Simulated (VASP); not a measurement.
# Sn12BrO23 (a cell with a defect) (Cassiterite) in VASP: electric field gradients with PBE

Aim: the electric field gradients of Sn12BrO23 (a cell with a defect) (Cassiterite) with PBE.

All numbers are computed with VASP 6.6.1; they aren't measurements. Logs are shortened: lines on timing, memory, paths and dates and some standing lists are left out, and cuts for length are marked.

**1. Starting point**

The cell holds a defect, 36 atoms: a = 6.701 Å, b = 6.701 Å, c = 9.559 Å, α = 90.00°, β = 90.00°, γ = 90.00°.

**2. Electric field gradients, PBE**

File INCAR:

```
SYSTEM = Sn12BrO23
PREC = Accurate
ENCUT = 520
EDIFF = 1E-8
ISMEAR = -1
SIGMA = 0.01
LREAL = Auto
LASPH = .True.
NELM = 100
ALGO = Fast
ISIF = 2
LWAVE = .False.
LCHARG = .False.
GGA = PE
LEFG = .True.
NELECT = 312.0
NBANDS = 180
```

File KPOINTS:

```
Automatic mesh
0
Gamma
  3 3 2
  0 0 0
```

File POSCAR:

```
Sn12BrO23
1.0
    4.7380000000      4.7380000000      0.0000000000
   -4.7380000000      4.7380000000      0.0000000000
    0.0000000000      0.0000000000      9.5595000000
Sn Br O
12 1 23
Direct
    0.0000000000      0.0000000000      0.0000000000
    0.0000000000      0.0000000000      0.3333333333
    0.0000000000      0.0000000000      0.6666666667
    0.5000000000      0.5000000000      0.0000000000
    0.5000000000      0.5000000000      0.3333333333
    0.5000000000      0.5000000000      0.6666666667
    0.5000000000      0.0000000000      0.1666666667
    0.5000000000      0.0000000000      0.5000000000
    0.5000000000      0.0000000000      0.8333333333
    0.0000000000      0.5000000000      0.1666666667
    0.0000000000      0.5000000000      0.5000000000
    0.0000000000      0.5000000000      0.8333333333
    0.3071000000      0.0000000000      0.0000000000
    0.3071000000      0.0000000000      0.3333333333
    0.3071000000      0.0000000000      0.6666666667
    0.8071000000      0.5000000000      0.0000000000
    0.8071000000      0.5000000000      0.3333333333
    0.8071000000      0.5000000000      0.6666666667
    0.5000000000      0.3071000000      0.1666666667
    0.5000000000      0.3071000000      0.5000000000
    0.5000000000      0.3071000000      0.8333333333
    0.0000000000      0.8071000000      0.1666666667
    0.0000000000      0.8071000000      0.5000000000
    0.0000000000      0.8071000000      0.8333333333
    0.6929000000      0.0000000000      0.0000000000
    0.6929000000      0.0000000000      0.3333333333
    0.6929000000      0.0000000000      0.6666666667
    0.1929000000      0.5000000000      0.0000000000
    0.1929000000      0.5000000000      0.3333333333
    0.1929000000      0.5000000000      0.6666666667
    0.5000000000      0.6929000000      0.1666666667
    0.5000000000      0.6929000000      0.5000000000
    0.5000000000      0.6929000000      0.8333333333
    0.0000000000      0.1929000000      0.1666666667
    0.0000000000      0.1929000000      0.5000000000
    0.0000000000      0.1929000000      0.8333333333
```

Potentials or basis: VASP PAW PBE potentials, release 64 (Sn_d, Br, O).

The run is started by

```console
$ cat potpaw_PBE.64/Sn_d/POTCAR potpaw_PBE.64/Br/POTCAR potpaw_PBE.64/O/POTCAR > POTCAR
$ mpirun -np 1 vasp_std > vasp.out
```

OUTCAR:

```text
SYSTEM = Sn12BrO23
   PREC = Accurate
   ENCUT = 520
   EDIFF = 1E-8
   ISMEAR = -1
   LREAL = Auto
   LASPH = .True.
   NELM = 100
   ISIF = 2
   GGA = PE
   NELECT = 312.0

 ion  position               nearest neighbor table
   1  0.000  0.000  0.000-  22 2.05  24 2.05  34 2.05  36 2.05  13 2.06  25 2.06   2 3.19   3 3.19
                            10 3.71  12 3.71   7 3.71   9 3.71  10 3.71  12 3.71   7 3.71   9 3.71
   2  0.000  0.000  0.333-  22 2.05  34 2.05  23 2.05  35 2.05  14 2.06  26 2.06   1 3.19   3 3.19
                             7 3.71  10 3.71  10 3.71   7 3.71   8 3.71  11 3.71  11 3.71   8 3.71
   3  0.000  0.000  0.667-  24 2.05  36 2.05  35 2.05  23 2.05  15 2.06  27 2.06   1 3.19   2 3.19
                             9 3.71  12 3.71  12 3.71   9 3.71  11 3.71  11 3.71   8 3.71   8 3.71
   4  0.500  0.500  0.000-  19 2.05  21 2.05  31 2.05  33 2.05  16 2.06  28 2.06   5 3.19   6 3.19
                            10 3.71  12 3.71   7 3.71   9 3.71   7 3.71   9 3.71  10 3.71  12 3.71
   5  0.500  0.500  0.333-  19 2.05  31 2.05  20 2.05  32 2.05  17 2.06  29 2.06   4 3.19   6 3.19
                             7 3.71  10 3.71   7 3.71  10 3.71   8 3.71   8 3.71  11 3.71  11 3.71
   6  0.500  0.500  0.667-  21 2.05  33 2.05  32 2.05  20 2.05  18 2.06  30 2.06   4 3.19   5 3.19
                             9 3.71  12 3.71   9 3.71  12 3.71   8 3.71  11 3.71  11 3.71   8 3.71
   7  0.500  0.000  0.167-  14 2.05  26 2.05  25 2.05  13 2.05  19 2.06  31 2.06   8 3.19   9 3.19
                             2 3.71   5 3.71   5 3.71   2 3.71   4 3.71   4 3.71   1 3.71   1 3.71
   8  0.500  0.000  0.500-  14 2.05  15 2.05  26 2.05  27 2.05  20 2.06  32 2.06   7 3.19   9 3.19
                             2 3.71   3 3.71   5 3.71   6 3.71   5 3.71   6 3.71   2 3.71   3 3.71
   9  0.500  0.000  0.833-  15 2.05  27 2.05  25 2.05  13 2.05  21 2.06  33 2.06   8 3.19   7 3.19
[... 29 lines left out ...]
  35  0.000  0.193  0.500-   2 2.05   3 2.05  11 2.06
  36  0.000  0.193  0.833-   3 2.05   1 2.05  12 2.06

  LATTYP: Found a simple tetragonal cell.
 ALAT       =     6.7005438585
 C/A-ratio  =     1.4266752374

  Lattice vectors:

 A1 = (   4.7380000000,   4.7380000000,   0.0000000000)
 A2 = (  -4.7380000000,   4.7380000000,   0.0000000000)
 A3 = (   0.0000000000,   0.0000000000,   9.5595000000)

Analysis of symmetry for initial positions (statically):
=====================================================================
 Subroutine PRICEL returns:
 Original cell was already a primitive cell.

 Routine SETGRP: Setting up the symmetry group for a
 simple tetragonal supercell.

 Subroutine GETGRP returns: Found  4 space group operations
 (whereof  4 operations were pure point group operations)
 out of a pool of 16 trial point group operations.

The static configuration has the point symmetry C_2v.

Analysis of symmetry for dynamics (positions and initial velocities):
=====================================================================
 Subroutine PRICEL returns:
 Original cell was already a primitive cell.

 Routine SETGRP: Setting up the symmetry group for a
 simple tetragonal supercell.

 Subroutine GETGRP returns: Found  4 space group operations
 (whereof  4 operations were pure point group operations)
 out of a pool of 16 trial point group operations.

The dynamic configuration has the point symmetry C_2v.

 Subroutine INISYM returns: Found  4 space group operations
 (whereof  4 operations are pure point group operations),
 and found     1 'primitive' translations

----------------------------------------------------------------------------------------

                                     Primitive cell

  volume of cell :     429.1956

  direct lattice vectors                    reciprocal lattice vectors
     4.738000000  4.738000000  0.000000000     0.105529759  0.105529759  0.000000000
    -4.738000000  4.738000000  0.000000000    -0.105529759  0.105529759  0.000000000
     0.000000000  0.000000000  9.559500000     0.000000000  0.000000000  0.104607982

  length of vectors
     6.700543859  6.700543859  9.559500000     0.149241617  0.149241617  0.104607982

  position of ions in fractional coordinates (direct lattice)
     0.000000000  0.000000000  0.000000000
     0.000000000  0.000000000  0.333333333
     0.000000000  0.000000000  0.666666667
     0.500000000  0.500000000  0.000000000
[... 141 lines left out ...]
   ISMEAR =    -1;   SIGMA  =   0.01  broadening in eV -4-tet -1-fermi 0-gaus
   EFERMI_NEDOS =   21; number of points for ismear=-14 and -15
   IALGO  =     68    algorithm
   IMIX   =      4    mixing-type and parameters
     AMIX     =   0.40;   BMIX     =  1.00
     AMIX_MAG =   1.60;   BMIX_MAG =  1.00
  volume/ion in A,a.u.               =      11.92        80.45
  Fermi-wavevector in a.u.,A,eV,Ry     =   1.472000  2.781677 29.480903  2.166785
  Thomas-Fermi vector in A             =   2.587068
   LORBIT       =      0    0 simple, 1 ext, 2 COOP (PROOUT), +10 PAW based schemes
   GGA     = PE    functional components
   LHFCALC =     F    Hartree Fock is set to
   AEXX    =    0.0000 exact exchange contribution
   IVDW    =     0    specifies the selected vdW correction
   LEPSILON=     F    determine dielectric tensor
   LRPA    =     F    only Hartree local field effects (RPA)
 non-spin polarized calculation
 RMM-DIIS sequential band-by-band and
  energy-cutoff  :      520.00
  volume of cell :      429.20
 maximum number of plane-waves:     11628
 NGX is ok and might be reduce to    50
   NGX = 25   NGY = 25   NGZ = 35

 number of electron     312.0000087 magnetization

 Free energy of the ion-electron system (eV)
  ---------------------------------------------------
  ext. energy  EPLUGINS =         0.00000000
  ---------------------------------------------------
  free energy    TOTEN  =      -214.46923857 eV

  energy without entropy =     -214.46923857  energy(sigma->0) =     -214.46923857

 E-fermi :   6.8735     XC(G=0): -11.3287

 val. band max:        6.6214891609   @ k =   0.0000   0.0000   0.0000
 cond. band min:       7.9821940447   @ k =   0.0000   0.0000   0.0000
 fundamental gap:      1.3607048838
 Fermi energy:         6.8735107577

 k-point     1 :       0.0000    0.0000    0.0000
  band No.  band energies     occupation
      1     -16.4649      2.00000
      2     -15.4106      2.00000
      3     -15.2010      2.00000
      4     -14.9726      2.00000
      5     -14.8126      2.00000
      6     -14.6454      2.00000
[... 1357 lines left out ...]
    167      12.7702      0.00000
    168      12.9646      0.00000
 [bands above 168 left out]

------------------------ aborting loop because EDIFF is reached ----------------------------------------

  FORCE on cell =-STRESS in cart. coord.  units (eV):
  Direction    XX          YY          ZZ          XY          YZ          ZX
  --------------------------------------------------------------------------------------
  -------------------------------------------------------------------------------------
  Total       44.4620163     44.4620163     62.1078082     25.8546449      0.0000000      0.0000000
  in kB      165.9756775    165.9756775    231.8470101     96.5147908      0.0000000      0.0000000
  external PRESSURE =     187.9327883 kB  Pullay stress =       0.0000000 kB

 VOLUME and BASIS-vectors are now :
 -----------------------------------------------------------------------------
  energy-cutoff  :      520.00
  volume of cell :      429.20
      direct lattice vectors                 reciprocal lattice vectors
     4.738000000  4.738000000  0.000000000     0.105529759  0.105529759  0.000000000
    -4.738000000  4.738000000  0.000000000    -0.105529759  0.105529759  0.000000000
     0.000000000  0.000000000  9.559500000     0.000000000  0.000000000  0.104607982

 POSITION                                       TOTAL-FORCE (eV/Angst)
 -----------------------------------------------------------------------------------
      0.00000      0.00000      0.00000       -10.595797    -10.595797     -0.000000
      0.00000      0.00000      3.18650        -0.165186     -0.165186      0.810211
      0.00000      0.00000      6.37300        -0.165186     -0.165186     -0.810211
      0.00000      4.73800      0.00000         0.397028      0.397028     -0.000000
      0.00000      4.73800      3.18650         0.031755      0.031755      0.607436
      0.00000      4.73800      6.37300         0.031755      0.031755     -0.607436
[... 28 lines left out ...]
     -0.91396      0.91396      4.77975        -0.153887      0.186022     -0.000000
     -0.91396      0.91396      7.96625         0.047317      0.209461      0.314506
 -----------------------------------------------------------------------------------
    total drift:                                0.022320      0.022320     -0.000000

  FREE ENERGIE OF THE ION-ELECTRON SYSTEM (eV)
  ---------------------------------------------------
  free  energy   TOTEN  =      -214.4692385727 eV

  energy  without entropy=     -214.4692385727  energy(sigma->0) =     -214.46923857

 Electric field gradients (V/A^2)
---------------------------------------------------------------------
 ion       V_xx      V_yy      V_zz      V_xy      V_xz      V_yz
---------------------------------------------------------------------
   1      -0.564    -0.564     1.129  -115.328    -0.000    -0.000
   2      30.947    30.947   -61.893   -24.040     0.880     0.880
   3      30.947    30.947   -61.893   -24.040    -0.880    -0.880
   4      26.752    26.752   -53.505   -19.850    -0.000    -0.000
   5      27.637    27.637   -55.275   -28.722    -0.225    -0.225
   6      27.637    27.637   -55.275   -28.722     0.225     0.225
[... 28 lines left out ...]
  35     -25.214   -25.464    50.678   -81.986     0.000    -0.000
  36     -22.999   -24.400    47.400   -75.738     3.457    -2.388
---------------------------------------------------------------------

 Electric field gradients after diagonalization (V/A^2)
 (convention: |V_zz| > |V_xx| > |V_yy|)
----------------------------------------------------------------------
 ion       V_xx      V_yy      V_zz     asymmetry (V_yy - V_xx)/ V_zz
----------------------------------------------------------------------
   1     114.764     1.129  -115.893       0.981
   2      54.987     6.929   -61.916       0.776
   3      54.987     6.929   -61.916       0.776
   4      46.602     6.902   -53.505       0.742
   5     -55.277    -1.083    56.359       0.962
   6     -55.277    -1.083    56.359       0.962
[... 28 lines left out ...]
  35      56.648    50.678  -107.325       0.056
  36      54.465    44.980   -99.445       0.095
----------------------------------------------------------------------

           NMR quadrupolar parameters

 Cq : quadrupolar parameter    Cq=e*Q*V_zz/h
 eta: asymmetry parameters     (V_yy - V_xx)/ V_zz
 Q  : nuclear electric quadrupole moment in mb (millibarn)
----------------------------------------------------------------------
 ion       Cq(MHz)       eta       Q (mb)
----------------------------------------------------------------------
   1      -0.280       0.981       1.000
   2      -0.150       0.776       1.000
   3      -0.150       0.776       1.000
   4      -0.129       0.742       1.000
   5       0.136       0.962       1.000
   6       0.136       0.962       1.000
[... 28 lines left out ...]
  35      -0.260       0.056       1.000
  36      -0.240       0.095       1.000
----------------------------------------------------------------------
```

It took 15 min on 1 thread of Intel Xeon 6975P-C (Granite Rapids), shared host; peak memory 0.66 GiB.

Results:

- Free energy: -214.4692 eV
- Largest force: 15.582 eV/Å
- Band gap on the k mesh: 1.36 eV, direct

Forces in eV/Å, atoms in the order of the input:
```
Sn  -10.596 -10.596   0.000
Sn   -0.165  -0.165   0.810
Sn   -0.165  -0.165  -0.810
Sn    0.397   0.397   0.000
Sn    0.032   0.032   0.607
Sn    0.032   0.032  -0.607
Sn    6.769   6.769  12.295
Sn    0.105   0.105   0.000
Sn    6.769   6.769 -12.295
Sn   -0.186  -0.186   0.500
Sn   -0.030  -0.030   0.000
Sn   -0.186  -0.186  -0.500
Br   -3.256  -3.256   0.000
O    -0.240  -0.240  -0.391
O    -0.240  -0.240   0.391
O    -0.190  -0.190   0.000
O    -0.236  -0.236  -0.223
O    -0.236  -0.236   0.223
O     0.262  -0.394  -0.284
O     0.266  -0.297   0.000
O     0.262  -0.394   0.284
O     0.209   0.047  -0.315
O     0.186  -0.154   0.000
O     0.209   0.047   0.315
O     0.298   0.298   0.000
O     0.139   0.139  -0.367
O     0.139   0.139   0.367
O     0.316   0.316   0.000
O     0.239   0.239  -0.248
O     0.239   0.239   0.248
O    -0.394   0.262  -0.284
O    -0.297   0.266   0.000
O    -0.394   0.262   0.284
O     0.047   0.209  -0.315
O    -0.154   0.186   0.000
O     0.047   0.209   0.315
```

Levels at points of the mesh, in eV from the valence-band top:
| k point | band 153 | band 154 | band 155 | band 156 | band 157 | band 158 | band 159 | band 160 |
| --- | --- | --- | --- | --- | --- | --- | --- | --- |
| (0.00, 0.00, 0.00) | -0.70 | -0.67 | -0.62 | 0.00 | 1.36 | 4.02 | 4.09 | 4.65 |
| (0.00, 0.00, 0.50) | -0.62 | -0.62 | -0.42 | -0.12 | 2.79 | 2.86 | 4.05 | 4.16 |

Electric field gradients, principal values (V/Å²):
| atom | Vxx | Vyy | Vzz |
| --- | --- | --- | --- |
| 1 Sn | 1.129 | 114.764 | -115.893 |
| 2 Sn | 6.929 | 54.987 | -61.916 |
| 3 Sn | 6.929 | 54.987 | -61.916 |
| 4 Sn | 6.902 | 46.602 | -53.505 |
| 5 Sn | -1.083 | -55.277 | 56.359 |
| 6 Sn | -1.083 | -55.277 | 56.359 |
| 7 Sn | 80.518 | 85.179 | -165.696 |
| 8 Sn | -3.849 | -56.326 | 60.175 |
| 9 Sn | 80.518 | 85.179 | -165.696 |
| 10 Sn | 20.134 | 45.675 | -65.808 |
| 11 Sn | 4.424 | 54.633 | -59.057 |
| 12 Sn | 20.134 | 45.675 | -65.808 |
| 13 Br | 104.636 | 132.668 | -237.304 |
| 14 O | 50.518 | 58.065 | -108.583 |
| 15 O | 50.518 | 58.065 | -108.583 |
| 16 O | 46.347 | 59.116 | -105.463 |
| 17 O | 47.730 | 59.092 | -106.822 |
| 18 O | 47.730 | 59.092 | -106.822 |
| 19 O | 44.823 | 59.080 | -103.903 |
| 20 O | 48.845 | 59.296 | -108.141 |
| 21 O | 44.823 | 59.080 | -103.903 |
| 22 O | 44.980 | 54.465 | -99.445 |
| 23 O | 50.678 | 56.648 | -107.325 |
| 24 O | 44.980 | 54.465 | -99.445 |
| 25 O | 51.195 | 52.479 | -103.675 |
| 26 O | 49.354 | 59.396 | -108.750 |
| 27 O | 49.354 | 59.396 | -108.750 |
| 28 O | 40.519 | 53.814 | -94.332 |
| 29 O | 48.262 | 58.209 | -106.471 |
| 30 O | 48.262 | 58.209 | -106.471 |
| 31 O | 44.823 | 59.080 | -103.903 |
| 32 O | 48.845 | 59.296 | -108.141 |
| 33 O | 44.823 | 59.080 | -103.903 |
| 34 O | 44.980 | 54.465 | -99.445 |
| 35 O | 50.678 | 56.648 | -107.325 |
| 36 O | 44.980 | 54.465 | -99.445 |

Caveat: the cell carries a net charge on a neutralising background, which shifts energy and pressure; the cell is charged against a uniform background, so pressure and absolute levels hang on convention; spin-orbit coupling is left out, which moves the levels of the heavy elements.
